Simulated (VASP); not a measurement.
# NbAs: Ge into a neighbouring Nb vacancy, part 4 of 4

Aim: the barrier for one hop in NbAs: Ge into a neighbouring Nb vacancy. The start is a cell from a database of measured crystal structures.

VASP 6.6.1, plane waves and PAW; the level of theory is named at each step.

So far. Step 3 (Relax the start): The run ended after 18 ionic steps, 0.466 eV below its first step, once the forces on the free atoms met EDIFFG = -0.05. Step 4 (Relax the end): The run ended after 16 ionic steps, 0.507 eV below its first step, once the forces on the free atoms met EDIFFG = -0.05.

**5. Nudged elastic band**

Level of this step: LDA; plane waves and PAW (Nb_pv, Ge, As) (VASP).

Images on a straight line between the ends relax across the path, while springs keep them spaced along it.

File INCAR:

```
SYSTEM = Nb6GeAs8
PREC = Normal
ENCUT = 280
EDIFF = 1E-05
NELM = 120
ISMEAR = 1
SIGMA = 0.15
LREAL = Auto
ALGO = Fast
GGA = CA
NBANDS = 70
LASPH = .TRUE.
LWAVE = .FALSE.
LCHARG = .FALSE.
IMAGES = 3
SPRING = -5
IBRION = 3
POTIM = 0.15
NSW = 60
EDIFFG = -0.05
ISYM = 0
ISIF = 0
SMASS = 1
```

File POSCAR:

```
Nb6GeAs8
1.0
   -1.7160123085      1.7160123085      5.7739748087
    3.4320246170     -3.4320246170     11.5479496174
    3.4320246170      3.4320246170    -11.5479496174
Nb Ge As
6 1 8
Direct
    0.5073323378      0.5040681565      0.7481955084
    0.5006590055      0.0028371876      0.2473381327
    0.7441415270      0.3790453431      0.9921718582
    0.7543900725      0.3772845610      0.5025358870
    0.7434706578      0.8730936869      0.9949208382
    0.7456816976      0.8780433918      0.4947731202
    0.4632607728      0.9757095203      0.7544579566
    0.9512227414      0.2115437641      0.2710806934
    0.9081273302      0.2147294885      0.7453835389
    0.9054269901      0.7085641054      0.2382932585
    0.9481908394      0.7029989984      0.7606817871
    0.1533207006      0.0876539567      0.9959892196
    0.1686020517      0.0827114954      0.5007162884
    0.1783954446      0.5828893550      0.0059651548
    0.1441690358      0.5795440689      0.4842219110
```

File KPOINTS:

```
Automatic mesh
0
Gamma
5 5 5
0 0 0
```

File 00/POSCAR:

```
Nb6GeAs8
1.0
   -1.7160123085      1.7160123085      5.7739748087
    3.4320246170     -3.4320246170     11.5479496174
    3.4320246170      3.4320246170    -11.5479496174
Nb Ge As
6 1 8
Direct
    0.5073323378      0.5040681565      0.7481955084
    0.5006590055      0.0028371876      0.2473381327
    0.7441415270      0.3790453431      0.9921718582
    0.7543900725      0.3772845610      0.5025358870
    0.7434706578      0.8730936869      0.9949208382
    0.7456816976      0.8780433918      0.4947731202
    0.4632607728      0.9757095203      0.7544579566
    0.9512227414      0.2115437641      0.2710806934
    0.9081273302      0.2147294885      0.7453835389
    0.9054269901      0.7085641054      0.2382932585
    0.9481908394      0.7029989984      0.7606817871
    0.1533207006      0.0876539567      0.9959892196
    0.1686020517      0.0827114954      0.5007162884
    0.1783954446      0.5828893550      0.0059651548
    0.1441690358      0.5795440689      0.4842219110
```

File 01/POSCAR:

```
Nb6GeAs8
1.0
   -1.7160123085      1.7160123085      5.7739748087
    3.4320246170     -3.4320246170     11.5479496174
    3.4320246170      3.4320246170    -11.5479496174
Nb Ge As
6 1 8
Direct
    0.5059904682      0.5038621023      0.7483585696
    0.5025052483      0.0031597814      0.2479067110
    0.7448211474      0.3787880998      0.9932370945
    0.7517768509      0.3761531730      0.5008195351
    0.7465996872      0.8743235845      0.9973686029
    0.7454839288      0.8783166083      0.4944623763
    0.4634108023      0.8509320404      0.6298597600
    0.9505078306      0.2095890306      0.2688108872
    0.9073290404      0.2132491744      0.7438911878
    0.9060197543      0.7100751859      0.2402337283
    0.9491317722      0.7050738225      0.7635461706
    0.1512371998      0.0855708178      0.9933330474
    0.1711721866      0.0827271069      0.5023948175
    0.1761910044      0.5828864483      0.0049520405
    0.1469780077      0.5817383236      0.4876672926
```

File 02/POSCAR:

```
Nb6GeAs8
1.0
   -1.7160123085      1.7160123085      5.7739748087
    3.4320246170     -3.4320246170     11.5479496174
    3.4320246170      3.4320246170    -11.5479496174
Nb Ge As
6 1 8
Direct
    0.5046485986      0.5036560481      0.7485216307
    0.5043514912      0.0034823753      0.2484752894
    0.7455007677      0.3785308564      0.9943023308
    0.7491636293      0.3750217851      0.4991031832
    0.7497287166      0.8755534820      0.9998163676
    0.7452861600      0.8785898248      0.4941516324
    0.4635608318      0.7261545605      0.5052615634
    0.9497929199      0.2076342971      0.2665410810
    0.9065307506      0.2117688604      0.7423988368
    0.9066125184      0.7115862663      0.2421741982
    0.9500727049      0.7071486466      0.7664105541
    0.1491536990      0.0834876789      0.9906768753
    0.1737423216      0.0827427184      0.5040733466
    0.1739865641      0.5828835416      0.0039389262
    0.1497869796      0.5839325782      0.4911126742
```

File 03/POSCAR:

```
Nb6GeAs8
1.0
   -1.7160123085      1.7160123085      5.7739748087
    3.4320246170     -3.4320246170     11.5479496174
    3.4320246170      3.4320246170    -11.5479496174
Nb Ge As
6 1 8
Direct
    0.5033067289      0.5034499939      0.7486846918
    0.5061977340      0.0038049692      0.2490438678
    0.7461803880      0.3782736131      0.9953675672
    0.7465504077      0.3738903972      0.4973868313
    0.7528577461      0.8767833796      1.0022641323
    0.7450883913      0.8788630413      0.4938408884
    0.4637108612      0.6013770806      0.3806633669
    0.9490780092      0.2056795636      0.2642712749
    0.9057324607      0.2102885463      0.7409064857
    0.9072052826      0.7130973467      0.2441146680
    0.9510136376      0.7092234707      0.7692749376
    0.1470701983      0.0814045400      0.9880207032
    0.1763124566      0.0827583298      0.5057518757
    0.1717821238      0.5828806349      0.0029258120
    0.1525959516      0.5861268328      0.4945580557
```

File 04/POSCAR:

```
Nb6GeAs8
1.0
   -1.7160123085      1.7160123085      5.7739748087
    3.4320246170     -3.4320246170     11.5479496174
    3.4320246170      3.4320246170    -11.5479496174
Nb Ge As
6 1 8
Direct
    0.5019648593      0.5032439397      0.7488477530
    0.5080439768      0.0041275630      0.2496124461
    0.7468600084      0.3780163698      0.9964328035
    0.7439371861      0.3727590092      0.4956704794
    0.7559867755      0.8780132772      1.0047118970
    0.7448906225      0.8791362578      0.4935301445
    0.4638608907      0.4765996007      0.2560651703
    0.9483630984      0.2037248301      0.2620014687
    0.9049341709      0.2088082322      0.7394141346
    0.9077980468      0.7146084272      0.2460551378
    0.9519545704      0.7112982948      0.7721393211
    0.1449866975      0.0793214011      0.9853645310
    0.1788825915      0.0827739413      0.5074304048
    0.1695776836      0.5828777282      0.0019126977
    0.1554049235      0.5883210875      0.4980034373
```

Potentials, in the order of the species: Nb_pv, Ge and As (LDA family, release 64).

Command:

```bash
> mpirun -np 3 vasp_std
```

The log of the run:

```text
[banner, memory and clock lines left out]
running    3 mpi-ranks, on    1 nodes
 each image running on    1 cores
[...]
01/POSCAR found :  3 types and      15 ions
 LDA part: xc-table for (Slater(with rela. corr.)+CA(PZ))
 , standard interpolation
[...]
00/POSCAR found :  3 types and      15 ions
[...]
04/POSCAR found :  3 types and      15 ions
 POSCAR, INCAR and KPOINTS ok, starting setup
[...]
entering main loop
       N       E                     dE             d eps       ncg     rms          rms(c)
DAV:   1     0.773432677467E+03    0.77343E+03   -0.36962E+04  9188   0.966E+02
DAV:   2    -0.416053599481E+02   -0.81504E+03   -0.78707E+03  9106   0.404E+02
DAV:   3    -0.120923879039E+03   -0.79319E+02   -0.74481E+02 12088   0.966E+01
DAV:   4    -0.125182529147E+03   -0.42587E+01   -0.41647E+01 11232   0.239E+01
[...]
RMM:  16    -0.118608261911E+03   -0.33784E-04   -0.45843E-04 10169   0.456E-02    0.264E-02
RMM:  17    -0.118608270959E+03   -0.90478E-05   -0.16667E-04  8510   0.277E-02    0.109E-02
RMM:  18    -0.118608273870E+03   -0.29117E-05   -0.48828E-05  6454   0.165E-02
   1 F= -.11860827E+03 E0= -.11861024E+03  d E =-.118608E+03
[... from here on, the cycles between the ionic steps are left out ...]
   2 F= -.11971421E+03 E0= -.11971636E+03  d E =-.110594E+01
   3 F= -.12002532E+03 E0= -.12002767E+03  d E =-.311105E+00
   4 F= -.12013395E+03 E0= -.12013657E+03  d E =-.108630E+00
   5 F= -.12019981E+03 E0= -.12020274E+03  d E =-.658634E-01
   6 F= -.12023778E+03 E0= -.12024093E+03  d E =-.379721E-01
   7 F= -.12026730E+03 E0= -.12027053E+03  d E =-.295141E-01
   8 F= -.12029276E+03 E0= -.12029601E+03  d E =-.254602E-01
   9 F= -.12031395E+03 E0= -.12031718E+03  d E =-.211925E-01
  10 F= -.12033130E+03 E0= -.12033448E+03  d E =-.173504E-01
  11 F= -.12034564E+03 E0= -.12034877E+03  d E =-.143376E-01
  12 F= -.12035763E+03 E0= -.12036071E+03  d E =-.119969E-01
  13 F= -.12036782E+03 E0= -.12037084E+03  d E =-.101833E-01
  14 F= -.12037655E+03 E0= -.12037951E+03  d E =-.873186E-02
  15 F= -.12038419E+03 E0= -.12038709E+03  d E =-.764025E-02
  16 F= -.12039101E+03 E0= -.12039386E+03  d E =-.682235E-02
  17 F= -.12039710E+03 E0= -.12039989E+03  d E =-.608678E-02
  18 F= -.12040260E+03 E0= -.12040535E+03  d E =-.550028E-02
  19 F= -.12040763E+03 E0= -.12041034E+03  d E =-.502856E-02
  20 F= -.12041224E+03 E0= -.12041492E+03  d E =-.461300E-02
  21 F= -.12041651E+03 E0= -.12041916E+03  d E =-.427441E-02
  22 F= -.12042047E+03 E0= -.12042310E+03  d E =-.395655E-02
[...]
hard stop encountered!  aborting job ...
[...]
|     The electronic self-consistency was not achieved in the given           |
[...]
soft stop encountered!  aborting job ...
  23 F= -.12042412E+03 E0= -.12042672E+03  d E =0.780842E-02
```

Wall time 1.9 h (3 MPI ranks of AMD EPYC 9R45, shared host); peak memory 1.2 GiB.

The run was stopped at its time limit, so it gives no result of its own.

**6. Summary of results**

- result: none

What this shows: The session ends without its result: «nudged elastic band» met its time limit.

[Lines on the potential files, build, host, timing and source positions are cut from VASP's logs without a mark.]

[Logs are printed without paths, hosts, clocks, repeated set-up lines and the standing remarks that a program may print on its own settings, such as how far it seeks lower states.]

[Hosts, paths, dates, database ids (printed as entryN), source tags and the programs' standing remarks are cut or masked in the printed files.]

[Runs that stopped without an error message from VASP are left out.]
